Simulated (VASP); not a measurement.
Shape and ions are relaxed at each volume.

Input:

Space group I4/mmm (No. 139); a = b = 3.271 Å, c = 5.137 Å, α = β = γ = 90.00°

```json
[
 {"atom": "In", "site": "2a", "symmetry": "4/mmm", "x": "0.0000", "y": "0.0000", "z": "0.0000"}
]
```
(The calculation used a cell of 1 atom; values per cell refer to that cell.)

Calculation: PW91 GGA, VASP's PBE PAW potentials (set 64) (plane waves; VASP). Settings: 520 eV cut-off, 16×16×16 Γ-centred mesh, first-order Methfessel-Paxton smearing of 0.10 eV, potentials In_d.

Problem. Give the energy at these volumes per atom, relative to the lowest: 25.79, 26.61, 27.43, 28.26, 29.08 Å³.

Solution. 13.1, 3.2, 0.0, 2.3, 9.2 meV/atom. A third-order Birch-Murnaghan fit gives B0 = 35.5 GPa and B0′ = 5.2.

Measured: bulk modulus 44.7 GPa at 0 K (computed value off by -20.6 %), as given by K. Lejaeghere et al., Critical reviews in solid state and materials sciences/CRC critical reviews in solid state and materials sciences (2013), arXiv:1204.2733 [extrapolated to 0 K and zero-point effects removed (source: thermally corrected experimental values)].

The compound is In in the bct structure. It was relaxed first, which changed the volume by +5 %.
